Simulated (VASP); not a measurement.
OSZICAR of a VASP run on LiNbO$_{3}$ (space group R-3):

**OSZICAR**
```
       N       E                     dE             d eps       ncg     rms          rms(c)
DAV:   1     0.729226080164E+03    0.72923E+03   -0.38381E+04  1848   0.183E+03
DAV:   2    -0.863263718003E+02   -0.81555E+03   -0.79941E+03  2512   0.641E+02
DAV:   3    -0.153622361112E+03   -0.67296E+02   -0.66994E+02  2728   0.165E+02
DAV:   4    -0.160191394665E+03   -0.65690E+01   -0.65596E+01  3384   0.460E+01
DAV:   5    -0.160593198435E+03   -0.40180E+00   -0.40175E+00  2792   0.789E+00    0.277E+01
DAV:   6    -0.123212471097E+03    0.37381E+02   -0.69101E+01  2800   0.589E+01    0.689E+00
DAV:   7    -0.116520581864E+03    0.66919E+01   -0.46569E+00  2184   0.130E+01    0.385E+00
DAV:   8    -0.123865453090E+03   -0.73449E+01   -0.28803E+00  2144   0.110E+01    0.175E+00
DAV:   9    -0.117722422508E+03    0.61430E+01   -0.14884E+00  1896   0.912E+00    0.487E-01
DAV:  10    -0.118282077859E+03   -0.55966E+00   -0.44931E-01  2208   0.453E+00    0.473E-01
DAV:  11    -0.118105121303E+03    0.17696E+00   -0.11069E-01  2016   0.291E+00    0.283E-01
DAV:  12    -0.118288631960E+03   -0.18351E+00   -0.10340E-01  1848   0.248E+00    0.103E-01
DAV:  13    -0.118286325122E+03    0.23068E-02   -0.16113E-02  2624   0.104E+00    0.124E-01
DAV:  14    -0.118286920123E+03   -0.59500E-03   -0.11114E-03  3064   0.190E-01    0.122E-01
DAV:  15    -0.118286031034E+03    0.88909E-03   -0.75864E-05  2768   0.531E-02    0.126E-01
DAV:  16    -0.118286742163E+03   -0.71113E-03   -0.10036E-04  1888   0.844E-02    0.139E-01
DAV:  17    -0.118293124802E+03   -0.63826E-02   -0.28993E-03  1840   0.414E-01    0.139E-01
DAV:  18    -0.118294145406E+03   -0.10206E-02   -0.28745E-03  3256   0.285E-01    0.349E-01
DAV:  19    -0.118293289420E+03    0.85599E-03   -0.65167E-04  2432   0.182E-01    0.181E-01
DAV:  20    -0.118292931066E+03    0.35835E-03   -0.90663E-04  3272   0.158E-01    0.520E-02
DAV:  21    -0.118292865235E+03    0.65831E-04   -0.14649E-04  3408   0.726E-02    0.253E-02
DAV:  22    -0.118292868187E+03   -0.29517E-05   -0.16254E-05  2608   0.228E-02    0.241E-02
DAV:  23    -0.118292902989E+03   -0.34802E-04   -0.92032E-06  1736   0.197E-02    0.181E-02
DAV:  24    -0.118292935349E+03   -0.32360E-04   -0.25171E-06  1152   0.105E-02    0.121E-02
DAV:  25    -0.118292952861E+03   -0.17512E-04   -0.14180E-06   992   0.117E-02    0.855E-03
DAV:  26    -0.118292951484E+03    0.13775E-05   -0.16188E-06  1168   0.123E-02    0.429E-03
DAV:  27    -0.118292927480E+03    0.24004E-04   -0.75820E-07   920   0.939E-03    0.129E-03
DAV:  28    -0.118292919130E+03    0.83494E-05   -0.61934E-07   920   0.719E-03    0.230E-03
DAV:  29    -0.118292928479E+03   -0.93489E-05   -0.28432E-07   920   0.610E-03    0.795E-04
DAV:  30    -0.118292935709E+03   -0.72302E-05   -0.19472E-07   920   0.409E-03    0.132E-03
DAV:  31    -0.118292935920E+03   -0.21069E-06   -0.13672E-07   920   0.355E-03
   1 F= -.11829294E+03 E0= -.11829294E+03  d E =-.118293E+03
       N       E                     dE             d eps       ncg     rms          rms(c)
DAV:   1    -0.118295428178E+03   -0.24925E-02   -0.23765E-01  1944   0.385E+00    0.485E-01
DAV:   2    -0.118293176000E+03    0.22522E-02   -0.13665E-02  2336   0.883E-01    0.238E-01
DAV:   3    -0.118292246112E+03    0.92989E-03   -0.34204E-03  2560   0.446E-01    0.485E-02
DAV:   4    -0.118292319476E+03   -0.73364E-04   -0.83413E-04  2704   0.172E-01    0.410E-02
DAV:   5    -0.118292214115E+03    0.10536E-03   -0.64740E-04  2280   0.170E-01    0.373E-02
DAV:   6    -0.118292475890E+03   -0.26177E-03   -0.20010E-04  1976   0.104E-01    0.199E-02
DAV:   7    -0.118292420233E+03    0.55656E-04   -0.68921E-05  3296   0.509E-02    0.843E-03
DAV:   8    -0.118292478861E+03   -0.58628E-04   -0.25606E-05  1920   0.409E-02    0.411E-03
DAV:   9    -0.118292479653E+03   -0.79165E-06   -0.24232E-06  1312   0.135E-02
   2 F= -.11829248E+03 E0= -.11829248E+03  d E =0.456267E-03
       N       E                     dE             d eps       ncg     rms          rms(c)
DAV:   1    -0.118294374057E+03   -0.18952E-02   -0.95991E-02  1944   0.245E+00    0.307E-01
DAV:   2    -0.118293457950E+03    0.91611E-03   -0.55534E-03  2392   0.560E-01    0.154E-01
DAV:   3    -0.118293030730E+03    0.42722E-03   -0.14363E-03  2688   0.282E-01    0.283E-02
DAV:   4    -0.118293070731E+03   -0.40001E-04   -0.31088E-04  2584   0.106E-01    0.250E-02
DAV:   5    -0.118293016161E+03    0.54570E-04   -0.26615E-04  2280   0.107E-01    0.243E-02
DAV:   6    -0.118293135180E+03   -0.11902E-03   -0.69627E-05  2112   0.607E-02    0.132E-02
DAV:   7    -0.118293120500E+03    0.14680E-04   -0.22355E-05  3192   0.272E-02    0.652E-03
DAV:   8    -0.118293149703E+03   -0.29203E-04   -0.11737E-05  1840   0.280E-02    0.230E-03
DAV:   9    -0.118293149041E+03    0.66253E-06   -0.10116E-06   984   0.913E-03
   3 F= -.11829315E+03 E0= -.11829315E+03  d E =-.213121E-03
       N       E                     dE             d eps       ncg     rms          rms(c)
DAV:   1    -0.118293151646E+03   -0.19427E-05   -0.87226E-05  2088   0.740E-02    0.959E-03
DAV:   2    -0.118293149278E+03    0.23678E-05   -0.53206E-06  1768   0.174E-02    0.466E-03
DAV:   3    -0.118293147373E+03    0.19050E-05   -0.12231E-06   984   0.103E-02    0.229E-03
DAV:   4    -0.118293147184E+03    0.18909E-06   -0.33851E-07   920   0.563E-03
   4 F= -.11829315E+03 E0= -.11829315E+03  d E =-.211264E-03
```

Q: Which electronic solver shows in the log?

A: It is blocked Davidson (ALGO = Normal, or the opening steps of other solvers). The INCAR had ALGO = Normal.

Q: Can the final energy be trusted as converged?

A: Self-consistency was reached. It stopped with EDIFF = 1E-6, NELM = 100, NSW = 60 and EDIFFG = -0.02 after 4 ionic steps (r2SCAN meta-GGA, plane waves, VASP's PBE PAW potentials (set 64)).

The structure comes from a computed database's LiNbO3 entry (R-3); how it stands against other phases isn't given here. This run relaxes it. Symmetry was kept, so distortions that lower it aren't found. The start is the result of an earlier pass.
